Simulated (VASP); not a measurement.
Input:

```
CELL_PARAMETERS angstrom
      0.00000     2.72509     2.72509
      2.72509     0.00000     2.72509
      2.72509     2.72509     0.00000
ATOMIC_POSITIONS crystal
  Ta 0.00000 0.00000 0.00000
  O  0.25000 0.25000 0.25000
```

Level of theory: PBEsol GGA, VASP's PBE PAW potentials (set 64) (plane waves; VASP). Settings: 520 eV cut-off, 10×10×10 Γ-centred mesh, first-order Methfessel-Paxton smearing of 0.10 eV, potentials Ta_pv O.

Energy and stress use the plane-wave basis of the starting cell.

Q: The ions, cell shape and volume are relaxed. Predict the relaxed structure.

A: 
```
CELL_PARAMETERS angstrom
      0.00000     2.37429     2.37429
      2.37429     0.00000     2.37429
      2.37429     2.37429     0.00000
ATOMIC_POSITIONS crystal
  Ta 0.00000 0.00000 0.00000
  O  0.25000 0.25000 0.25000
```
Space group F-43m (216), at a tolerance of 0.03 Å.

Q: How do energy and volume change from the first to the last step?

A: The energy (σ→0) changes by -1194.3 meV/atom and the volume by -33.9 %, in 5 ionic steps.

```tsv
step	E(σ→0) (eV)	max force (eV/Å)	pressure (GPa)	volume (Å³)
1	-17.7523	0.000	-37.78	40.47
2	-16.4390	0.000	197.75	18.46
3	-20.1165	0.000	-7.78	27.74
4	-20.1369	0.000	-3.24	27.16
5	-20.1409	0.000	0.04	26.77
```

The structure was generated: TaO was put into the zinc blende type (F-43m), which need not be its known phase. This run relaxes it. Symmetry was kept, so distortions that lower it aren't found. The electron count is odd and the run is not spin-polarised, which forces a metal.
